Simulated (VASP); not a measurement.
**IrRu under changes of volume**

One of the cells (14.211 Å³/atom); the others are scaled copies at fixed shape and fractional positions:

```
Ir Ru
1.0
     1.35707    0.78351    4.45509
    -1.35707    0.78351    4.45509
     0.00000   -1.56701    4.45509
Ir Ru
1 1
Cartesian
  0.0000 0.0000 0.0000
  0.0000 0.0000 6.6826
```

The cell comes from a database or a generator and needn't be the stable form of this composition.

```yaml
Program: VASP 6.6.1
Functional: PBEsol
Potentials_or_basis: VASP PAW PBE potentials, release 64 (Ir, Ru_pv)
Cutoff: 520 eV
k_mesh: 11 × 11 × 11
Occupations: fermi-dirac, width 0.05 eV
Spin: no spin polarisation
```

| volume (Å³/atom) | energy over the lowest point (meV/atom) | pressure (GPa) |
| --- | --- | --- |
| 13.096 | 34.13 | 18.8 |
| 13.375 | 9.50 | 9.6 |
| 13.654 | 0.00 | 1.4 |
| 14.211 | ? | ? |
| 14.490 | 45.87 | -17.9 |
| 14.768 | 81.36 | -22.9 |

**Question.** What does the run at 14.211 Å³/atom give?

**Answer.** Energy over the lowest point 19.64 meV/atom; pressure -12.2 GPa.

Worked out: A Birch-Murnaghan fit of order 3 (a polynomial in V^(-2/3)) to the other rows has its minimum at 13.71 Å³/atom with B0 = V·E''(V) = 369 GPa and B' = 4.9 at fixed shape and positions, which overstates the stiffness. It gives 19.59 meV/atom at 14.211 Å³/atom, against the run's 19.64, and -dE/dV = -12.2 GPa, against -12.2.

Energies are extrapolated to zero smearing.

Caveats: the PAW data sets were made with another functional, which shifts forces and pressure a little.
